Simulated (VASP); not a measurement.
Computed with AM05 GGA, VASP's PBE PAW potentials (set 64) (plane waves; VASP 6.6.1).

A VASP calculation is set up with these files.

POSCAR:
```
Sn atom
1
   12.0000000000     0.0000000000     0.0000000000
    0.0000000000    12.5000000000     0.0000000000
    0.0000000000     0.0000000000    13.0000000000
Sn
1
Direct
  0.0000000000   0.0000000000   0.0000000000
```

**INCAR**
```
ALGO=All
EDIFF=1E-6
ENCUT=520
GGA=AM
ISMEAR=0
ISPIN=2
ISYM=0
LASPH=.TRUE.
LCHARG=.FALSE.
LMAXMIX=4
LORBIT=10
LREAL=.FALSE.
LWAVE=.FALSE.
MAGMOM=2
NELM=200
NUPDOWN=2
PREC=Normal
SIGMA=0.01
SYSTEM=Sn atom
```

**KPOINTS**
```
Automatic mesh
0
Gamma
1 1 1
0 0 0
```

POTCAR, in this order: Sn_d (PBE.64 set). Program: vasp_gam. Read from the step before: WAVECAR.

What VASP printed:

**OUTCAR**
```
 ion  position               nearest neighbor table
   1  0.000  0.000  0.000-
 Subroutine IBZKPT returns following result:
 Found      1 irreducible k-points:

 Following reciprocal coordinates:
            Coordinates               Weight
  0.000000  0.000000  0.000000      1.000000
   k-points           NKPTS =      1   k-points in BZ     NKDIM =      1   number of bands    NBANDS=     12
   number of dos      NEDOS =    301   number of ions     NIONS =      1
   total plane-waves  NPLWV = 392000
   dimension x,y,z NGX =    70 NGY =   70 NGZ =   80
   dimension x,y,z NGXF=   140 NGYF=  140 NGZF=  160
   ions per type =               1
   PREC   = normal    normal or accurate (medium, high low for compatibility)
   ISTART =      1    job   : 0-new  1-cont  2-samecut
   ICHARG =      0    charge: 1-file 2-atom 10-const
   ISPIN  =      2    spin polarized calculation?
   LNONCOLLINEAR =      F non collinear calculations
   LSORBIT =      F    spin-orbit coupling
   INIWAV =      1    electr: 0-lowe 1-rand  2-diag
   ENCUT  =  520.0 eV  38.22 Ry    6.18 a.u.  22.31 23.24 24.17*2*pi/ulx,y,z
   NELM   =    200;   NELMIN=  2; NELMDL=  0     # of ELM steps
   EDIFF  = 0.1E-05   stopping-criterion for ELM
   LREAL  =      F    real-space projection
   NLSPLINE    = F    spline interpolate recip. space projectors
   LMAXMIX     =    4 max onsite mixed and CHGCAR
   VOSKOWN=      0    Vosko Wilk Nusair interpolation
   EDIFFG = 0.1E-04   stopping-criterion for IOM
   NSW    =      0    number of steps for IOM
   NBLOCK =      1;   KBLOCK =      1    inner block; outer block
   IBRION =     -1    ionic relax: 0-MD 1-quasi-New 2-CG
   NFREE  =      0    steps in history (QN), initial steepest desc. (CG)
   ISIF   =      2    stress and relaxation
   ISYM   =      0    0-nonsym 1-usesym 2-fastsym
   TEIN   =    0.0    initial temperature
   TEBEG  =    0.0;   TEEND  =   0.0 temperature during run
   SMASS  =  -3.00    Nose mass-parameter (am)
   PSTRESS=    0.0 pullay stress
   NELECT =      14.0000    total number of electrons
   EFERMI =   0.00;   METHOD = LEGACY
   ISMEAR =     0;   SIGMA  =   0.01  broadening in eV -4-tet -1-fermi 0-gaus
   IALGO  =     58    algorithm
   LDIAG  =      T    sub-space diagonalisation (order eigenvalues)
   IMIX   =      4    mixing-type and parameters
     AMIX     =   0.40;   BMIX     =  1.00
     AMIX_MAG =   1.60;   BMIX_MAG =  1.00
     AMIN     =   0.10
   GGA     = AM    functional components
   VOSKOWN =     0    Vosko Wilk Nusair interpolation
   LHFCALC =     F    Hartree Fock is set to
   LHFONE  =     F    Hartree Fock one center treatment
   AEXX    =    0.0000 exact exchange contribution
   IVDW    =     0    specifies the selected vdW correction
   LEPSILON=     F    determine dielectric tensor
   LRPA    =     F    only Hartree local field effects (RPA)
  energy-cutoff  :      520.00
  volume of cell :     1950.00
      direct lattice vectors                 reciprocal lattice vectors
    12.000000000  0.000000000  0.000000000     0.083333333  0.000000000  0.000000000
     0.000000000 12.500000000  0.000000000     0.000000000  0.080000000  0.000000000
     0.000000000  0.000000000 13.000000000     0.000000000  0.000000000  0.076923077
 k-point     1 :   0.0000 0.0000 0.0000  plane waves:   26244
 maximum number of plane-waves:     26244
```

### OSZICAR
```
       N       E                     dE             d eps       ncg     rms           ort
SDA:   1    -0.693063686676E+00   -0.69306E+00    0.00000E+00    12   0.751E+00   0.000E+00
 trl   2    -0.686168908114E+00    0.68948E-02   -0.44944E-02    12   0.751E+00  -0.729E-01
CGA:   3    -0.692628322700E+00    0.43536E-03   -0.44944E-02    12   0.190E-01   0.524E-02
SDA:   4    -0.693002770598E+00   -0.37445E-03   -0.22546E+00    12   0.114E-01   0.113E-01
SDA:   5    -0.693666405285E+00   -0.66363E-03   -0.46939E-01    12   0.637E-02   0.722E-02
SDA:   6    -0.695651018978E+00   -0.19846E-02   -0.20129E-02    12   0.284E-01  -0.218E-02
 trl   7    -0.695425025860E+00    0.22599E-03   -0.68857E-03    12   0.284E-01  -0.490E-02
CGA:   8    -0.695675897581E+00   -0.24879E-04   -0.68857E-03    12   0.244E-02  -0.110E-02
SDA:   9    -0.696171934348E+00   -0.49604E-03   -0.49629E-03    12   0.414E-01  -0.251E-02
 trl  10    -0.696123424816E+00    0.48510E-04   -0.15501E-03    12   0.414E-01  -0.232E-03
CGA:  11    -0.696170156057E+00    0.17783E-05   -0.15501E-03    12   0.338E-02   0.357E-02
SDA:  12    -0.696189531544E+00   -0.19375E-04   -0.20190E+00    12   0.198E-02   0.251E-02
SDA:  13    -0.696198195769E+00   -0.86642E-05   -0.18039E+00    12   0.128E-02   0.161E-02
SDA:  14    -0.696205816896E+00   -0.76211E-05   -0.17968E+00    12   0.748E-03   0.862E-03
SDA:  15    -0.696221729531E+00   -0.15913E-04   -0.16471E+00    12   0.260E-01  -0.206E-02
SDA:  16    -0.696221789511E+00   -0.59980E-07   -0.53765E-06    12   0.240E-01   0.252E-01
SDA:  17    -0.696222118359E+00   -0.32885E-06   -0.13434E-05    12   0.164E-01   0.209E-01
   1 F= -.69622212E+00 E0= -.69236563E+00  d E =-.771297E-02  mag=     2.0000
```

File OUTCAR:
```
------------------------ aborting loop because EDIFF is reached ----------------------------------------
  FORCE on cell =-STRESS in cart. coord.  units (eV):
  Direction    XX          YY          ZZ          XY          YZ          ZX
  --------------------------------------------------------------------------------------
  Total       -3.9860557     -7.8248207     -7.2915823     -1.4763473     -0.3852301      0.9003498
  in kB       -3.2750606     -6.4291028     -5.9909784     -1.2130104     -0.3165164      0.7397539
  external PRESSURE =      -5.2317139 kB  Pullay stress =       0.0000000 kB
  volume of cell :     1950.00
      direct lattice vectors                 reciprocal lattice vectors
    12.000000000  0.000000000  0.000000000     0.083333333  0.000000000  0.000000000
     0.000000000 12.500000000  0.000000000     0.000000000  0.080000000  0.000000000
     0.000000000  0.000000000 13.000000000     0.000000000  0.000000000  0.076923077
 POSITION                                       TOTAL-FORCE (eV/Angst)
 -----------------------------------------------------------------------------------
      0.00000      0.00000      0.00000        -0.000055      0.000057      0.002300
 -----------------------------------------------------------------------------------
    total drift:                               -0.000055      0.000057      0.002300
  FREE ENERGIE OF THE ION-ELECTRON SYSTEM (eV)
  ---------------------------------------------------
  free  energy   TOTEN  =        -0.6962221184 eV

  energy  without entropy=       -0.6885091460  energy(sigma->0) =       -0.69236563

 total charge

# of ion       s       p       d       tot
------------------------------------------
    1        1.346   0.513   9.922  11.781

 magnetization (x)

# of ion       s       p       d       tot
------------------------------------------
    1       -0.004   0.513  -0.001   0.508
```
(Selected blocks of OUTCAR.)

The direct minimiser may have stalled short of the minimum. The atom may not be in its lowest state.

The cell is a free atom in a box.
